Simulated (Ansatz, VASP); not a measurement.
# Cross-check of ZrB2 between VASP and Ansatz, part 2 of 2

Wanted: the spread between two codes on one cell, functional and k mesh. The cell is taken from a series of VASP runs on this material, whose earlier steps may have relaxed, scaled or displaced it; both programs get it as it stands.

VASP 6.6.1 and Ansatz 0.2.0.

So far. Step 2 (Ansatz: single point, r2SCAN): The run ends at a pressure of -0.10 GPa. Step 5 (Ansatz: electric field gradients, r2SCAN): The run ends at a pressure of -0.08 GPa.

## (6) VASP: electric field gradients, r2SCAN

Level of this step: r2SCAN; plane waves and PAW (Zr_sv, B) (VASP).

The same cell, functional, mesh and smearing now go to VASP, with its own data sets and cutoff.

INCAR

```
SYSTEM = ZrB2
PREC = Accurate
ENCUT = 420
EDIFF = 1E-07
NELM = 100
ISMEAR = 0
SIGMA = 0.05
LREAL = .FALSE.
ALGO = Normal
METAGGA = R2SCAN
LASPH = .TRUE.
NBANDS = 15
LORBIT = 11
LWAVE = .FALSE.
LCHARG = .FALSE.
KPAR = 2
LEFG = .TRUE.
```

POSCAR

```
ZrB2
1.0
    3.1690453248      0.0000000000      0.0000000000
   -1.5845226624      2.7444737571      0.0000000000
    0.0000000000      0.0000000000      3.5490419465
Zr B
1 2
Direct
    0.0000000000      0.0000000000      0.0000000000
    0.3333333333      0.6666666667      0.5000000000
    0.6666666667      0.3333333333      0.5000000000
```

KPOINTS

```
Automatic mesh
0
Gamma
7 7 6
0 0 0
```

The projector-augmented-wave data sets are Zr_sv and B (PBE family, release 64).

Run with:

```console
mpirun -np 2 vasp_std
```

Numbers of over 12 decimals in the logs are rounded to 6 here.

Output:

```text
[banner, memory and clock lines left out]
running    2 mpi-ranks, on    1 nodes
[...]
[... a notice as in an earlier step ...]

 LDA part: xc-table for (None), standard interpolation
 POSCAR, INCAR and KPOINTS ok, starting setup
[...]
entering main loop
       N       E                     dE             d eps       ncg     rms          rms(c)
DAV:   1     0.725370192026E+02    0.72537E+02   -0.88437E+03   960   0.105E+03
DAV:   2    -0.453725194784E+02   -0.11791E+03   -0.11319E+03  1247   0.291E+02
DAV:   3    -0.493887444301E+02   -0.40162E+01   -0.39998E+01  1520   0.459E+01
DAV:   4    -0.494412617389E+02   -0.52517E-01   -0.52511E-01  1111   0.527E+00
[...]
DAV:  13    -0.406276199370E+02    0.13804E-06   -0.49199E-07  1150   0.616E-03    0.757E-04
DAV:  14    -0.406276201241E+02   -0.18706E-06   -0.50122E-08   543   0.182E-03    0.401E-04
DAV:  15    -0.406276201365E+02   -0.12419E-07   -0.76350E-09   536   0.709E-04
ion   1
     0.0000000    -0.0000000    -0.0000000    -1.2325850     0.0000000    -0.0000000
[...]
0.0000000    -0.0000000     0.0000000    -2.9308647     0.0000000    -0.0000000
     0.0000257    -0.0000000     0.0000000    -2.9308646     0.0000000    -0.0000000
     0.0000354    -0.0000000     0.0000000    -2.9308646     0.0000000    -0.0000000
     0.0000487    -0.0000000     0.0000000    -2.9308645     0.0000000    -0.0000000
     0.0000671    -0.0000000     0.0000000    -2.9308644     0.0000000    -0.0000000

ion   3
     0.0000000    -0.0000000    -0.0000000    -2.4466162    -0.0000000    -0.0000000
     0.0000257    -0.0000000    -0.0000000    -2.4466162    -0.0000000    -0.0000000
     0.0000354    -0.0000000    -0.0000000    -2.4466162    -0.0000000    -0.0000000
     0.0000487    -0.0000000    -0.0000000    -2.4466162    -0.0000000    -0.0000000
     0.0000671    -0.0000000    -0.0000000    -2.4466162    -0.0000000    -0.0000000

     0.0000000    -0.0000000    -0.0000000    -2.9308647    -0.0000000    -0.0000000
     0.0000257    -0.0000000    -0.0000000    -2.9308646    -0.0000000    -0.0000000
     0.0000354    -0.0000000    -0.0000000    -2.9308646    -0.0000000    -0.0000000
     0.0000487    -0.0000000    -0.0000000    -2.9308645    -0.0000000    -0.0000000
     0.0000671    -0.0000000    -0.0000000    -2.9308644    -0.0000000    -0.0000000

   1 F= -.40627620E+02 E0= -.40627331E+02  d E =-.578297E-03
```

From OUTCAR (step 6):

```text
  Total        0.0007549      0.0007549      0.0040551      0.0000000      0.0000000      0.0000000
  in kB        0.0391854      0.0391854      0.2104815      0.0000000      0.0000000      0.0000000
  external PRESSURE =       0.0962841 kB  Pullay stress =       0.0000000 kB

 POSITION                                       TOTAL-FORCE (eV/Angst)
 -----------------------------------------------------------------------------------
      0.00000      0.00000      0.00000         0.000000     -0.000000      0.000000
     -0.00000      1.82965      1.77452         0.000000      0.000000      0.000000
      1.58452      0.91482      1.77452        -0.000000     -0.000000      0.000000
 -----------------------------------------------------------------------------------
    total drift:                               -0.000000      0.000000      0.000000

  FREE ENERGIE OF THE ION-ELECTRON SYSTEM (eV)
  ---------------------------------------------------
  free  energy   TOTEN  =       -40.6276201365 eV

  energy  without entropy=      -40.6270418399  energy(sigma->0) =      -40.62733099

[... 1 part as in an earlier step ...]

[... 2 further parts left out ...]
[key lines of the parts left out:]
E-fermi :  10.3661
```

The run ends at a pressure of 0.01 GPa.

## (7) Comparison

What differs besides the data sets and the points named for the pairs above, as far as they apply: Ansatz adds the response of the frozen cores to the gradients, VASP leaves it out. Total energies have different zeros and are not compared.

Compared:

| quantity | Ansatz | VASP | difference |
| --- | --- | --- | --- |
| pressure (GPa) | -0.08 | 0.01 | -0.09 |
| pressure without Ansatz's Pulay correction (GPa) | -0.17 | 0.01 | -0.18 |
| Vzz at Zr1 (V/Å²) | 41.5 | 38.3 | +3.2 |
| Vzz at B2 (V/Å²) | 1.3 | 2.4 | -1.2 |
| Vzz at B3 (V/Å²) | 1.3 | 2.4 | -1.2 |

Ansatz's pressure holds a Pulay correction of 0.09 GPa; VASP's holds none.

## (8) VASP: band structure, r2SCAN, spin-orbit coupling

With cell and atoms fixed, the geometry can't cause a difference; cores, projectors, grids and the points listed under the comparison can.

INCAR

```
SYSTEM = ZrB2
PREC = Accurate
ENCUT = 420
EDIFF = 1E-06
NELM = 100
ISMEAR = 0
SIGMA = 0.05
LREAL = .FALSE.
ALGO = Normal
METAGGA = R2SCAN
LASPH = .TRUE.
LNONCOLLINEAR = .TRUE.
MAGMOM = 0 0 0 0 0 0 0 0 0
NBANDS = 30
GGA_COMPAT = .FALSE.
LSORBIT = .TRUE.
LMAXMIX = 4
LORBIT = 11
LWAVE = .FALSE.
LCHARG = .FALSE.
KPAR = 2
```

POSCAR is that of step 6.

KPOINTS

```
Automatic mesh
0
Gamma
6 6 5
0 0 0
```

KPOINTS_OPT

```
Line mode
16
Line-mode
Reciprocal
  0.00000000   0.00000000   0.00000000 GAMMA
  0.50000000   0.00000000   0.00000000 M

  0.50000000   0.00000000   0.00000000 M
  0.33333333   0.33333333   0.00000000 K

  0.33333333   0.33333333   0.00000000 K
  0.00000000   0.00000000   0.00000000 GAMMA

  0.00000000   0.00000000   0.00000000 GAMMA
  0.00000000   0.00000000   0.50000000 A

  0.00000000   0.00000000   0.50000000 A
  0.50000000   0.00000000   0.50000000 L

  0.50000000   0.00000000   0.50000000 L
  0.33333333   0.33333333   0.50000000 H

  0.33333333   0.33333333   0.50000000 H
  0.00000000   0.00000000   0.50000000 A

  0.50000000   0.00000000   0.50000000 L
  0.50000000   0.00000000   0.00000000 M

  0.33333333   0.33333333   0.00000000 K
  0.33333333   0.33333333   0.50000000 H
```

Run with:

```console
mpirun -np 2 vasp_ncl
```

Output:

```text
[... set-up lines as in an earlier step ...]
 entering main loop
       N       E                     dE             d eps       ncg     rms          rms(c)
DAV:   1     0.868682256905E+02    0.86868E+02   -0.84673E+03  1260   0.105E+03
DAV:   2    -0.410329842266E+02   -0.12790E+03   -0.12390E+03  1456   0.313E+02
DAV:   3    -0.493092009670E+02   -0.82762E+01   -0.81967E+01  2308   0.585E+01
DAV:   4    -0.494874669447E+02   -0.17827E+00   -0.17777E+00  1676   0.812E+00
[...]
DAV:  11    -0.406530267263E+02   -0.11691E-03   -0.75281E-05  1450   0.896E-02    0.437E-02
DAV:  12    -0.406530461186E+02   -0.19392E-04   -0.26177E-05  1472   0.515E-02    0.682E-03
DAV:  13    -0.406530453040E+02    0.81465E-06   -0.13616E-06  1428   0.115E-02
   1 F= -.40653045E+02 E0= -.40652454E+02  d E =-.118360E-02  mag=     0.0000     0.0000     0.0000
 Start KPOINTS_OPT (optional k-point list driver)
k-point batch [1-21\144]
       N       E                     dE             ncg
DAV:   1     0.301491797129E+03   -0.66745E+04     1260
DAV:   2    -0.256768308769E+04   -0.28692E+04     1452
DAV:   3    -0.274264144784E+04   -0.17496E+03     2284
DAV:   4    -0.274612404298E+04   -0.34826E+01     1626
DAV:   5    -0.274618512474E+04   -0.61082E-01     1766
DAV:   6    -0.274618570286E+04   -0.57812E-03     1668
DAV:   7    -0.274618571116E+04   -0.82982E-05     1596
DAV:   8    -0.274618571121E+04   -0.53976E-07     1172
[...]
k-point batch [127-144\144]
       N       E                     dE             ncg
DAV:   1     0.176213604737E+04   -0.12208E+05     1080
DAV:   2    -0.577815488946E+03   -0.23400E+04     1256
DAV:   3    -0.700814667104E+03   -0.12300E+03     1880
DAV:   4    -0.703127548901E+03   -0.23129E+01     1434
DAV:   5    -0.703191266172E+03   -0.63717E-01     1544
DAV:   6    -0.703191547717E+03   -0.28154E-03     1398
DAV:   7    -0.703191553671E+03   -0.59536E-05     1470
DAV:   8    -0.703191553754E+03   -0.82914E-07     1006
```

Parts of OUTCAR (step 8):

```text
  Total        0.0982475      0.0982475     -0.0956046      0.0000000      0.0000000     -0.0000000
  in kB        5.0995688      5.0995688     -4.9623867      0.0000000      0.0000000     -0.0000000
  external PRESSURE =       1.7455836 kB  Pullay stress =       0.0000000 kB

 POSITION                                       TOTAL-FORCE (eV/Angst)
 -----------------------------------------------------------------------------------
      0.00000      0.00000      0.00000        -0.000000      0.000000      0.000000
     -0.00000      1.82965      1.77452        -0.000000      0.000000      0.000000
      1.58452      0.91482      1.77452         0.000000     -0.000000     -0.000000
 -----------------------------------------------------------------------------------
    total drift:                               -0.000000      0.000000     -0.000000

  FREE ENERGIE OF THE ION-ELECTRON SYSTEM (eV)
  ---------------------------------------------------
  free  energy   TOTEN  =       -40.6530453040 eV

  energy  without entropy=      -40.6518617050  energy(sigma->0) =      -40.65245350

 magnetization (x)
# of ion       s       p       d       tot
------------------------------------------
    1       -0.000   0.000  -0.000  -0.000
    2        0.000   0.000   0.000   0.000
    3        0.000   0.000   0.000   0.000
--------------------------------------------------
tot         -0.000   0.000  -0.000   0.000

 magnetization (y)
# of ion       s       p       d       tot
------------------------------------------
    1        0.000   0.000   0.000   0.000
    2        0.000   0.000   0.000   0.000
    3        0.000   0.000   0.000   0.000
--------------------------------------------------
tot          0.000   0.000   0.000   0.000

 magnetization (z)
# of ion       s       p       d       tot
------------------------------------------
    1        0.000  -0.000   0.000   0.000
    2        0.000   0.000   0.000   0.000
    3        0.000   0.000   0.000   0.000
--------------------------------------------------
tot          0.000  -0.000   0.000   0.000

[... 1 part as in an earlier step ...]

[... 2 further parts left out ...]
[key lines of the parts left out:]
E-fermi :  10.2387
```

The run ends at a pressure of 0.17 GPa.

## (9) Ansatz: band structure, r2SCAN, spin-orbit coupling

The same cell, functional, mesh and smearing now go to Ansatz, which takes its cutoff from its data sets.

The cell is taken from a series of VASP runs on this material, whose earlier steps may have relaxed, scaled or displaced it; both programs get it as it stands.

input.yaml

```yaml
crystal:
  lattice:
    - [3.1690453248, 0.0, 0.0]
    - [-1.5845226624, 2.7444737571, 0.0]
    - [0.0, 0.0, 3.5490419465]
  atoms:
    - { symbol: Zr, position: [0.0, 0.0, 0.0] }
    - { symbol: B, position: [0.3333333333, 0.6666666667, 0.5] }
    - { symbol: B, position: [0.6666666667, 0.3333333333, 0.5] }
hamiltonian:
  xc: r2scan
  pseudopotentials: { kind: paw_fr }
magnetization:
  noncollinear: true
  spin_orbit: true
kpoints:
  mp_grid: { grid: [6, 6, 5] }
  band_path:
    path:
      - [0.0, 0.0, 0.0]
      - [0.13333, 0.0, 0.0]
      - [0.3, 0.0, 0.0]
      - [0.46667, 0.0, 0.0]
      - [0.46667, 0.06667, 0.0]
      - [0.41111, 0.17778, 0.0]
      - [0.35556, 0.28889, 0.0]
      - [0.28889, 0.28889, 0.0]
      - [0.17778, 0.17778, 0.0]
      - [0.06667, 0.06667, 0.0]
      - [0.0, 0.0, 0.03333]
      - [0.0, 0.0, 0.2]
      - [0.0, 0.0, 0.36667]
      - [0.0, 0.0, 0.5]
      - [0.16667, 0.0, 0.5]
      - [0.3, 0.0, 0.5]
      - [0.46667, 0.0, 0.5]
      - [0.46667, 0.06667, 0.5]
      - [0.41111, 0.17778, 0.5]
      - [0.35556, 0.28889, 0.5]
      - [0.28889, 0.28889, 0.5]
      - [0.17778, 0.17778, 0.5]
      - [0.06667, 0.06667, 0.5]
      - [0.5, 0.0, 0.46667]
      - [0.5, 0.0, 0.3]
      - [0.5, 0.0, 0.13333]
      - [0.33333, 0.33333, 0.0]
      - [0.33333, 0.33333, 0.16667]
      - [0.33333, 0.33333, 0.33333]
      - [0.33333, 0.33333, 0.5]
    npoints: 1
scf:
  occupations: { method: gaussian, width: 0.05 }
  n_extra_bands: 14
output:
  forces: true
  stress: true
  eigenvalues: true
  write_density: true
  write_potential: true
  elf: true
  volumetric_format: npy
```

Run with:

```console
ansatz run input.yaml --threads 2 --pin off --max-ram 4608MiB --backend cpu --events-out ev --progress --plain --runs-dir out
```

Output:

```text
[...]
non-collinear run that drives no moment, with spin-orbit: no starting moment large enough to seed its density (crystal.atoms[].spin), no starting occupations that ask for one, no magnetisation constraint and no magnetic field, so the semilocal B_xc is pinned to zero
Crystal: 3 atoms, lattice volume = 30.867 Å³
[...]
k-point 1: bands = [... 14 lower, 13.4985, 13.4985, 15.3839, 15.3839, 17.6574, 17.6574, 17.7067, 17.7067, ... 10 higher]
  k-point 2: bands = [... 14 lower, 14.4880, 14.4880, 16.3915, 16.3915, 16.4311, 16.4311, 17.1313, 17.1313, ... 10 higher]
  k-point 20: bands = [... 14 lower, 12.8983, 12.8983, 13.0036, 13.0036, 20.0276, 20.0276, 21.3360, 21.3360, ... 10 higher]
[key lines of the parts left out:]
SCF converged after 7 iterations
Magnetization: |M| = 0.0000 μB,  M = (+0.0000, +0.0000, +0.0000) μB
Free energy (F): -4506.248056 eV
Fermi energy:    15.487903 eV
P = ⅓ Tr σ = 0.0941 GPa (0.941 kbar)
```

Run time: 6.9 s. Hardware: 2 threads of AMD EPYC 7B13 (Zen 3), shared host; peak memory 0.56 GiB.

## (10) Side by side

What differs besides the data sets and the points named for the pairs above, as far as they apply: spin-orbit coupling enters by fully relativistic files in Ansatz and inside the spheres in VASP. Total energies have different zeros and are not compared.

Compared:

| quantity | Ansatz | VASP | difference |
| --- | --- | --- | --- |
| pressure (GPa) | 0.09 | 0.17 | -0.08 |
| pressure without Ansatz's Pulay correction (GPa) | 0.00 | 0.17 | -0.17 |

Levels from 3 eV below to 2 eV above the Fermi level differ by 1 meV r.m.s. and 3 meV at most; each VASP level is matched to the nearest of Ansatz, which flatters the figure a little. Ansatz's pressure holds a Pulay correction of 0.09 GPa; VASP's holds none.

## (11) Summary of results

```yaml
difference_in_pressure_single_point_r2scan: -0.086 GPa
difference_in_vzz_at_zr1_electric_field_gradients_r2scan: 3.2 V/Å²
r_m_s_difference_of_levels_near_the_fermi_level_band_structure_r2scan_spin_orbit_coupling: 1.3 meV
```

What this shows: The difference in pressure is -0.086 GPa (single point, r2SCAN), within the 1 GPa picked in this series as the mark of a large difference. Such differences can come from data sets, numerical settings and the points named under the comparisons, not from the functional's error against experiment.

[Lines on the potential files, build, host, timing and source positions are cut from VASP's logs without a mark.]

[Logs are printed without paths, hosts, clocks, repeated set-up lines and the standing remarks that a program may print on its own settings, such as how far it seeks lower states.]

[Hosts, paths, dates, database ids (printed as entryN), source tags and the programs' standing remarks are cut or masked in the printed files.]
